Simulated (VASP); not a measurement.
Computed with PBE GGA, VASP's PBE PAW potentials (set 64) (plane waves; VASP 6.6.1).

A VASP calculation is set up with these files.

**INCAR**
```
! general
SYSTEM  = Zr
PREC    = Accurate
ENCUT   = 400
LREAL   = .FALSE.
LASPH   = .TRUE.

! electronic loop
EDIFF   = 1E-6
NELM    = 100
ALGO    = Normal
LMAXMIX = 4

! smearing
ISMEAR  = 0
SIGMA   = 0.05

! functional
GGA     = PE

! ions
ISIF    = 2

! output
LWAVE   = .FALSE.
LCHARG  = .FALSE.
```

File POSCAR:
```
Zr
1
    1.6473000000    -2.8532070000     0.0000000000
    1.6473000000     2.8532070000     0.0000000000
    0.0000000000     0.0000000000     5.2530000000
Zr
2
Direct
  0.3333330000   0.6666670000   0.2500000000
  0.6666670000   0.3333330000   0.7500000000
```

File KPOINTS:
```
Automatic mesh
0
gamma
12 12 6
```

POTCAR, in this order: Zr_sv (PBE.64 set). Program: vasp_std.

Output

OSZICAR:
```
       N       E                     dE             d eps       ncg     rms          rms(c)
DAV:   1     0.181749746070E+03    0.18175E+03   -0.12041E+04  2440   0.122E+03
DAV:   2    -0.505183091431E+01   -0.18680E+03   -0.18517E+03  3064   0.372E+02
DAV:   3    -0.176091332730E+02   -0.12557E+02   -0.12406E+02  4648   0.684E+01
DAV:   4    -0.177936146748E+02   -0.18448E+00   -0.18445E+00  2664   0.961E+00
DAV:   5    -0.177979155656E+02   -0.43009E-02   -0.43008E-02  3808   0.103E+00    0.129E+01
DAV:   6    -0.171315472750E+02    0.66637E+00   -0.10779E+00  2512   0.889E+00    0.485E+00
DAV:   7    -0.169978683889E+02    0.13368E+00   -0.66946E-01  3408   0.607E+00    0.114E+00
DAV:   8    -0.170025851132E+02   -0.47167E-02   -0.40828E-02  3256   0.163E+00    0.295E-01
DAV:   9    -0.170027292846E+02   -0.14417E-03   -0.22952E-03  2832   0.485E-01    0.388E-02
DAV:  10    -0.170026795933E+02    0.49691E-04   -0.60706E-05  3592   0.501E-02    0.247E-02
DAV:  11    -0.170026785521E+02    0.10412E-05   -0.11420E-05  2848   0.415E-02    0.404E-03
DAV:  12    -0.170026786505E+02   -0.98427E-07   -0.38225E-07  1864   0.495E-03
   1 F= -.17002679E+02 E0= -.17001727E+02  d E =-.190386E-02
```

OUTCAR:
```
------------------------ aborting loop because EDIFF is reached ----------------------------------------
  FORCE on cell =-STRESS in cart. coord.  units (eV):
  Direction    XX          YY          ZZ          XY          YZ          ZX
  --------------------------------------------------------------------------------------
  Total       -1.4512044     -1.4512041     -1.4800684      0.0000000      0.0000000      0.0000000
  in kB      -47.0864341    -47.0864244    -48.0229690      0.0000000      0.0000000      0.0000000
  external PRESSURE =     -47.3986092 kB  Pullay stress =       0.0000000 kB
  volume of cell :       49.38
      direct lattice vectors                 reciprocal lattice vectors
     1.647300000 -2.853207000  0.000000000     0.303526984 -0.175241404  0.000000000
     1.647300000  2.853207000  0.000000000     0.303526984  0.175241404  0.000000000
     0.000000000  0.000000000  5.253000000     0.000000000  0.000000000  0.190367409
 POSITION                                       TOTAL-FORCE (eV/Angst)
 -----------------------------------------------------------------------------------
      1.64730      0.95107      1.31325        -0.000000      0.000000      0.000000
      1.64730     -0.95107      3.93975         0.000000      0.000000      0.000000
 -----------------------------------------------------------------------------------
    total drift:                                0.000000      0.001150     -0.000020
  FREE ENERGIE OF THE ION-ELECTRON SYSTEM (eV)
  ---------------------------------------------------
  free  energy   TOTEN  =       -17.0026786505 eV

  energy  without entropy=      -17.0007747884  energy(sigma->0) =      -17.00172672
```
(Selected blocks of OUTCAR.)

**OUTCAR**
```
 val. band max:        8.3423686593   @ k =   0.3333   0.3333   0.3333

 cond. band min:       8.3757232285   @ k =   0.0833   0.0833   0.0000


 Fermi energy:         8.3693212054

 k-point     1 :       0.0000    0.0000    0.0000
  band No.  band energies     occupation
      1     -40.6055      2.00000
      2     -40.4855      2.00000
      3     -19.0314      2.00000
      4     -18.3061      2.00000
      5     -18.3061      2.00000
      6     -18.2018      2.00000
      7     -18.1881      2.00000
      8     -18.1881      2.00000
      9       2.8120      2.00000
     10       5.4782      2.00000
     11       9.2069      0.00000
     12       9.2069      0.00000
     13       9.3122      0.00000
     14       9.3285      0.00000
     15       9.8421      0.00000
     16       9.8421      0.00000

 k-point     2 :       0.0833    0.0000    0.0000
  band No.  band energies     occupation
      1     -40.5993      2.00000
      2     -40.4830      2.00000
      3     -19.0139      2.00000
      4     -18.3442      2.00000
      5     -18.3187      2.00000
      6     -18.2281      2.00000
      7     -18.2094      2.00000
      8     -18.1934      2.00000
      9       2.9938      2.00000
     10       5.6447      2.00000
     11       8.7921      0.00000
     12       8.9764      0.00000
     13       9.3744      0.00000
     14       9.6237      0.00000
     15       9.7148      0.00000
     16       9.9987      0.00000

 k-point     3 :       0.1667    0.0000    0.0000
  band No.  band energies     occupation
      1     -40.5822      2.00000
      2     -40.4763      2.00000
      3     -18.9636      2.00000
      4     -18.4488      2.00000
      5     -18.3519      2.00000
      6     -18.3343      2.00000
      7     -18.2324      2.00000
      8     -18.2086      2.00000
      9       3.5084      2.00000
     10       6.0720      2.00000
     11       8.2466      1.99948
     12       8.2492      1.99932
     13       9.3042      0.00000
...
```

The compound is Zr in the hcp structure. The cell was not relaxed at this level. The run is one of a series of settings (ISMEAR = 0, SIGMA = 0.05 against the base run), some of them coarse on purpose.
